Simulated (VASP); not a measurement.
InAs:

```
In As
1.0
     0.00000    3.05356    3.05356
     3.05356    0.00000    3.05356
     3.05356    3.05356    0.00000
In As
1 1
Direct
  0.00000 0.00000 0.00000
  0.75000 0.75000 0.75000
```

The cell is a database's computed one.

| Quantity | Value |
| --- | --- |
| Program | VASP 6.6.1 |
| Task | relaxation of cell and atoms |
| Functional | PBEsol |
| Potentials or basis | VASP PAW PBE potentials, release 64 (In_d, As) |
| Cutoff | 600 eV |
| k mesh | 3 × 3 × 3 |
| Occupations | gaussian, width 0.02 eV |
| Spin | no spin polarisation |

At the start: pressure 1.4 GPa; volume 28.47 Å³/atom.

Problem. How do energy, volume and symmetry change on relaxing?

Solution. Over 3 steps the energy falls by 2.7 meV/atom and the volume is 29.15 Å³/atom (+2.4 %); space group F-43m (No. 216, to 0.05 Å).

The path:
| step | energy change (eV) | largest force (eV/Å) | pressure (GPa) | volume (Å³) |
| --- | --- | --- | --- | --- |
| 1 | 0.0000 | 0.0000 | 1.35 | 56.94 |
| 2 | -0.0043 | 0.0000 | -0.48 | 58.95 |
| 3 | -0.0054 | 0.0000 | 0.00 | 58.29 |

Final structure:
```
In As
1.0
     0.00000    3.07746    3.07746
     3.07746    0.00000    3.07746
     3.07746    3.07746    0.00000
In As
1 1
Direct
  0.00000 0.00000 0.00000
  0.75000 0.75000 0.75000
```

Caveat: the k mesh is coarse (spacing up to 0.59 Å⁻¹), so the values aren't converged; the PAW data sets were made with another functional, which shifts forces and pressure a little.
